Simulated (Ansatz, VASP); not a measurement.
# Cross-check of BaH2 between VASP and Ansatz, part 2 of 2

Aim: how closely do two programs agree when they are given the same cell, functional and k mesh? The cell is taken from a series of runs on this material, whose earlier steps may have relaxed, scaled, displaced or heated it; both programs get it as it stands.

VASP 6.6.1 and Ansatz 0.2.0.

So far: Set-up; VASP: dielectric response, LDA.

**3. Ansatz: dielectric response, LDA**

Level of this step: Ansatz beside VASP: Kohn-Sham DFT, plane waves, LDA (Ansatz).

Ansatz runs on its PAW soft_1 files.

The same cell, functional (in two slightly different forms) and mesh now go to Ansatz, which takes its cutoff from its data sets.

input.yaml

```yaml
crystal:
  lattice:
    - [6.792, 0.0, 0.0]
    - [0.0, 4.168, 0.0]
    - [0.0, 0.0, 7.858]
  atoms:
    - { symbol: Ba, position: [0.26029, 0.25, 0.88863] }
    - { symbol: Ba, position: [0.23971, 0.75, 0.38863] }
    - { symbol: Ba, position: [0.76029, 0.25, 0.61137] }
    - { symbol: Ba, position: [0.73971, 0.75, 0.11137] }
    - { symbol: H, position: [0.043, 0.25, 0.174] }
    - { symbol: H, position: [0.457, 0.75, 0.674] }
    - { symbol: H, position: [0.543, 0.25, 0.326] }
    - { symbol: H, position: [0.957, 0.75, 0.826] }
    - { symbol: H, position: [0.646, 0.25, 0.9135] }
    - { symbol: H, position: [0.854, 0.75, 0.4135] }
    - { symbol: H, position: [0.146, 0.25, 0.5865] }
    - { symbol: H, position: [0.354, 0.75, 0.0865] }
kpoints:
  mp_grid: { grid: [4, 6, 4] }
hamiltonian:
  xc: lda
  pseudopotentials: { kind: paw, azcp: { folder: soft_1 }, xc_functional: pbe }
scf:
  occupations: { method: fixed }
dielectric: {}
```

Run with:

```bash
> ansatz run input.yaml --threads 3 --pin off --max-ram 92160MiB --backend cuda --events-out ev --progress --plain --runs-dir out --devices 1 --max-vram 13GiB
```

Numbers of over 12 decimals in the logs are rounded to 6 here.

Log:

```text
GPUs: using 1 of 1 available (devices: 1).
Engine: ansatz 0.2.0, x86_64-unknown-linux-gnu
Pseudopotentials: kind: paw
Pseudopotential: Ba, paw, valence charge 10, recommended cutoff 420 eV (normal), soft_1/Ba.paw.azcp
Pseudopotential: H, paw, valence charge 1, recommended cutoff 420 eV (normal), soft_1/H.paw.azcp
Functional definition: SPW92
  exchange = slater_x
  correlation = pw_c
device memory: the entry about to start is reckoned to put 2.6 GiB on a device that reports 60.2 GiB free (of which the cap on the GPU budget leaves the run 13.0 GiB)
GPU FFT provider: cuFFT
GPU libraries: cuBLAS 13.8.2, cuFFT 12.4.0, cuSOLVER 12.3.4
Crystal: 12 atoms, lattice volume = 222.453 Å³
Basis set: ecut = 420 eV, 4329 PW (Γ), exchange–correlation on 96×60×108 points (8 copies of the dense FFT grid, shifted against one another)
Bands: 36, of which v1, the nominal top of the filled ones, is band 24 counted from 1 (23 counted from 0)
Symmetry: 8 space group operations
k-points: 52 of 96 (irreducible under 1 space group operation, time reversal used)
Non-local potential: Ba, projectors of the file, l = 0: 3, l = 1: 2, l = 2: 2, l = 3: 2
Non-local potential: H, projectors of the file, l = 0: 2, l = 1: 1
PAW form: soft (Blöchl's): semilocal exchange-correlation on the pseudo side does not see the compensation charge
PAW frozen core: Ba, regenerated for the run's functional, and the local potential with it (the file was generated under x = pbe(κ = 0.804, μ = 0.219515), c = pbe(β = 0.066725))
PAW one-centre angular grid: Ba, 194 points (default); XC on 64 Gauss nodes
PAW one-centre angular grid: H, 110 points (default); XC on 64 Gauss nodes
Initial density: superposition of atomic densities (chi_scale 0.1, normalization cell, long waves kept (reshape's long-wave potential 0.00 eV rms))
Initial wavefunctions: pseudopotential atomic-orbital guess
GPU buffer pool allocated for 77760 grid points (all kernels)
GPU transforms: local potential and band sums: pruned to the plane-wave sphere, on 45×27×54
Functional: x = slater, c = lda
SCF iter   1: F=—  HF=-23251.748511 eV  |F-HF|=—  |Δ(HF+E_count)|=         —  Δρ=4.16e-2  dr2=4.76e0  ethr=3.10e-3  ⟨swp⟩=4.7  Hψ=6914  notcnv=0  defer=464
preconditioner: auto → Resta (q_TF=auto, 2.113 Å⁻¹)  ε∞=2.7  [insulator: Δε(μ)=3.234 eV  Ē_g=11.912 eV  n_scr=38 (ndim 8)  ℏωp=15.7 eV  f_vac=0.000  ε∞_Penn≈2.7]
SCF iter   2: F=—  HF=-23250.404727 eV  |F-HF|=—  |Δ(HF+E_count)|=    1.34e0  Δρ=1.65e-2  dr2=8.69e-1  ethr=3.10e-3  ⟨swp⟩=2.0  Hψ=2836  notcnv=0  defer=494
SCF iter   3: F=—  HF=-23250.180691 eV  |F-HF|=—  |Δ(HF+E_count)|=   2.24e-1  Δρ=3.22e-3  dr2=1.75e-2  ethr=1.81e-3  ⟨swp⟩=2.0  Hψ=2101  notcnv=0  defer=508
SCF iter   4: F=—  HF=-23250.186641 eV  |F-HF|=—  |Δ(HF+E_count)|=   5.95e-3  Δρ=3.54e-4  dr2=3.77e-4  ethr=3.65e-5  ⟨swp⟩=3.0  Hψ=2700  notcnv=0  defer=514
SCF iter   5: F=—  HF=-23250.186710 eV  |F-HF|=—  |Δ(HF+E_count)|=   6.87e-5  Δρ=6.60e-5  dr2=1.01e-5  ethr=7.86e-7  ⟨swp⟩=3.0  Hψ=2805  notcnv=0  defer=508
SCF iter   6: F=—  HF=-23250.186717 eV  |F-HF|=—  |Δ(HF+E_count)|=   6.92e-6  Δρ=1.33e-5  dr2=4.31e-7  ethr=2.11e-8  ⟨swp⟩=2.2  Hψ=2188  notcnv=0  defer=401
SCF iter   7: F=—  HF=-23250.186727 eV  |F-HF|=—  |Δ(HF+E_count)|=   1.06e-5  Δρ=1.67e-6  dr2=6.53e-9  ethr=8.99e-10  ⟨swp⟩=2.0  Hψ=2296  notcnv=0  defer=341
SCF iter   8: F=—  HF=-23250.186727 eV  |F-HF|=—  |Δ(HF+E_count)|=   2.95e-9  Δρ=3.05e-7  dr2=2.15e-10  ethr=1.36e-11  ⟨swp⟩=2.4  Hψ=2571  notcnv=0  defer=341
SCF iter   9: F=-23250.186727 eV  HF=-23250.186727 eV  |F-HF|=3.64e-12  |Δ(HF+E_count)|=  8.00e-11  Δρ=5.34e-8  dr2=8.57e-12  ethr=1.00e-12  ⟨swp⟩=12.5  Hψ=10399  notcnv=0
SCF 1 converged in 9 iterations: F = -23250.186727 eV  dr2 = 8.57e-12
  greatest PAW one-centre occupation: 0.957 electrons in one spin orbital (limit 2), on the Ba atom at site 3 (counted from 0), in its partial waves of l = 0
the response reads at least the filled bands of the reference SCF and the lowest empty band at each k-point, and that SCF's band table does not vouch for those bands. The notice of the band table in this run's record says why
device memory: the entry about to start is reckoned to put 0.1 GiB (of the 0.3 GiB reckoned in all, the device holds 0.2 GiB already) on a device that reports 65.4 GiB free (of which the cap on the GPU budget leaves the run 12.9 GiB)
device memory: the entry about to start is reckoned to put 2.4 GiB (of the 2.6 GiB reckoned in all, the device holds 0.2 GiB already) on a device that reports 65.4 GiB free (of which the cap on the GPU budget leaves the run 12.9 GiB)
DFPT response loops at Γ: preconditioner auto → Resta (q_TF=auto, 2.113 Å⁻¹)  ε∞=4.8 (no band partly filled); β = 1.00, the filter's whole step (`scf.mixing.beta` (0.50) is not read by the response loops at its default; to damp them type it under 1.00, their step now; it binds the ground state too); Broyden in place of MSR1
── the response to a field inside a basis, on 4×6×4 k-points: an SCF that follows is theirs, and a resumed run solves both again ──
device memory: the entry about to start is reckoned to put 0.3 GiB on a device that reports 55.6 GiB free (of which the cap on the GPU budget leaves the run 12.9 GiB)
GPU FFT provider: cuFFT
GPU libraries: cuBLAS 13.8.2, cuFFT 12.4.0, cuSOLVER 12.3.4
Bands: 25, of which v1, the nominal top of the filled ones, is band 24 counted from 1 (23 counted from 0)
k-points: 12 of 96
Initial density: handed on by an earlier stage of this run
Initial wavefunctions: pseudopotential atomic-orbital guess (no wavefunctions were taken with the density)
GPU buffer pool allocated for 77760 grid points (all kernels)
GPU transforms: band sums: pruned to the plane-wave sphere, on 45×27×54
Eigensolver: Dense (12 Hₖ)
SCF iter   1: F=—  HF=-23250.130761 eV  |F-HF|=—  |Δ(HF+E_count)|=         —  Δρ=2.81e-4  dr2=5.83e-5  ethr=1.00e-1
preconditioner: auto → Resta (q_TF=auto, 2.113 Å⁻¹)  ε∞=3.4  [insulator: Δε(μ)=2.826 eV  Ē_g=10.220 eV  n_scr=38 (ndim 8)  ℏωp=15.7 eV  f_vac=0.000  ε∞_Penn≈3.4]
SCF iter   2: F=—  HF=-23250.130777 eV  |F-HF|=—  |Δ(HF+E_count)|=   1.58e-5  Δρ=1.44e-4  dr2=1.58e-5  ethr=1.22e-7
SCF iter   3: F=—  HF=-23250.130786 eV  |F-HF|=—  |Δ(HF+E_count)|=   8.72e-6  Δρ=1.11e-5  dr2=2.38e-7  ethr=3.28e-8
SCF iter   4: F=-23250.130786 eV  HF=-23250.130786 eV  |F-HF|=1.34e-9  |Δ(HF+E_count)|=   8.92e-8  Δρ=9.57e-7  dr2=1.58e-9  ethr=4.96e-10
SCF 1 converged in 4 iterations: F = -23250.130786 eV  dr2 = 1.58e-9
  greatest PAW one-centre occupation: 0.957 electrons in one spin orbital (limit 2), on the Ba atom at site 2 (counted from 0), in its partial waves of l = 0
device memory: the entry about to start is reckoned to put 0.1 GiB on a device that reports 52.9 GiB free (of which the cap on the GPU budget leaves the run 12.8 GiB)
device memory: the entry about to start is reckoned to put 2.2 GiB on a device that reports 52.2 GiB free (of which the cap on the GPU budget leaves the run 12.7 GiB)
DFPT response loops at Γ: preconditioner auto → Resta (q_TF=auto, 2.113 Å⁻¹)  ε∞=4.6 (no band partly filled); β = 1.00, the filter's whole step (`scf.mixing.beta` (0.50) is not read by the response loops at its default; to damp them type it under 1.00, their step now; it binds the ground state too); Broyden in place of MSR1
SCF converged after 9 iterations
Free energy (F): -23250.186727 eV
Harris-Foulkes:  -23250.186727 eV  (|F-HF|=3.64e-12)
Internal energy: -23250.186727 eV  (E = F + TS)
E sigma→0 (E₀):  -23250.186727 eV
Fermi energy:    4.522148 eV
--- Per-component energies (eV) ---
  E_band       = -276.103899
  E_kinetic    = 735.292500
  E_local      = -1393.261513  (includes V_loc(G=0)·N_el)
  E_nonlocal   = 388.451334
  E_hartree    = 389.055648
  E_xc         = -853.744939
  E_vxc        = -602.391725  (∫ρ·V_xc dr)
  E_paw        = -20113.442532  (= ΣΔE_a)
  E_vpaw       = -182.298977  (= ΣTr[D̂ρ^β])
  E_aug_tail   = -0.006779  (compensation charges beyond the density's cutoff)
  E_ewald      = -2403.660525
  E_core_change = 1.130079  (= ΣΔE_core)
  E_smearing   = -0.000000  (= −TS)
  E_closure    = -0.000000  (closes the sum)
  Σ components = -23250.186727   (vs F -23250.186727, Δ=0.00e0)
--- Band table (eV; the first three rows and the last of 52) ---
  k-point 0: bands = [... 20 lower, 3.7971, 3.9636, 4.3918, 4.5057, 7.8850, 8.1887, 8.4710, 8.8046, ... 8 higher]
  k-point 1: bands = [... 20 lower, 3.8741, 4.0118, 4.3243, 4.4356, 7.6220, 8.0672, 8.2909, 8.3718, ... 8 higher]
  k-point 2: bands = [... 20 lower, 4.0288, 4.0288, 4.2779, 4.2779, 7.6677, 7.6677, 8.0635, 8.0635, ... 8 higher]
  k-point 51: bands = [... 20 lower, 3.9535, 3.9535, 3.9535, 3.9535, 7.8339, 7.8339, 7.8339, 7.8339, ... 8 higher]
--- Dielectric response (ions clamped): 3 representative field directions + reference, inside a basis on a mesh of 96 k-points (Σ response iterations 9) ---
  ε∞ (high-frequency dielectric tensor):
        4.506803     0.000000    -0.000000
        0.000000     4.297595    -0.000000
       -0.000000    -0.000000     4.702570
  Born effective charges Z* (e; rows j = field, columns β = displacement):
    site 0:
         2.04933   -0.00000   -0.00930
        -0.00000    1.98026   -0.00000
         0.13150   -0.00000    2.18681
    site 1:
         2.04933    0.00000    0.00930
        -0.00000    1.98026   -0.00000
        -0.13150   -0.00000    2.18681
    site 2:
         2.04933    0.00000    0.00930
        -0.00000    1.98026   -0.00000
        -0.13150   -0.00000    2.18681
    site 3:
         2.04933   -0.00000   -0.00930
        -0.00000    1.98026   -0.00000
         0.13150   -0.00000    2.18681
    site 4:
        -1.03941   -0.00000   -0.00311
         0.00000   -1.07979    0.00000
        -0.04464    0.00000   -1.07983
    site 5:
        -1.03941    0.00000    0.00311
         0.00000   -1.07979    0.00000
         0.04464    0.00000   -1.07983
    site 6:
        -1.03941   -0.00000    0.00311
         0.00000   -1.07979    0.00000
         0.04464    0.00000   -1.07983
    site 7:
[...]
site 8:
[...]
site 9:
[...]
0.00000   -0.90048    0.00000
         0.02744    0.00000   -1.10699
    site 10:
        -1.00992   -0.00000    0.01638
         0.00000   -0.90048    0.00000
         0.02744    0.00000   -1.10699
    site 11:
        -1.00992   -0.00000   -0.01638
         0.00000   -0.90048    0.00000
        -0.02744    0.00000   -1.10699
  Z* charge neutrality: 8.056e-3 e pre-enforcement
  solved inside a basis spanned on kpoints, on 4×6×4 k-points, its susceptibility summed on 6×8×4: ε∞ is read to err by 1.6e-2, Z* by 1.2e-2 e (field_mesh: kpoints solves on kpoints); Z* is corrected for what the basis lacks
```

**4. Differences**

Known differences besides the potentials themselves: the two LDA forms differ slightly; fixed occupations in Ansatz, narrow Gaussian smearing in VASP; VASP's response is taken on the typed mesh, Ansatz refines its own for the field response alone; the cutoff is 420 eV in Ansatz and 400 eV in VASP; VASP's log shows a relativistic correction to its local exchange, Ansatz's none. Total energies have different zeros and are not compared.

Compared:

| quantity | Ansatz | VASP | difference |
| --- | --- | --- | --- |
| ε∞ xx | 4.51 | 4.56 | -1.06 % |
| ε∞ yy | 4.30 | 4.34 | -0.91 % |
| ε∞ zz | 4.70 | 4.77 | -1.49 % |
| Born charge of Ba1 (mean of the diagonal) (e) | 2.07 | 2.06 | +0.01 |
| Born charge of H5 (mean of the diagonal) (e) | -1.07 | -1.06 | 0.00 |

**5. Results**

```json
{
 "difference in ε∞ zz (dielectric response, LDA)": "-1.5 %"
}
```

In words: The difference in ε∞ zz is -1.5 % (dielectric response, LDA), within the 5 % picked in this series as the mark of a large difference. Such differences can come from data sets, numerical settings and the points named under the comparisons, not from the functional's error against experiment.

[Lines on the potential files, build, host, timing and source positions are cut from VASP's logs without a mark.]

[Logs are printed without paths, hosts, clocks, repeated set-up lines and the standing remarks that a program may print on its own settings, such as how far it seeks lower states.]

[Hosts, paths, dates, database ids (printed as entryN), source tags and the programs' standing remarks are cut or masked in the printed files.]
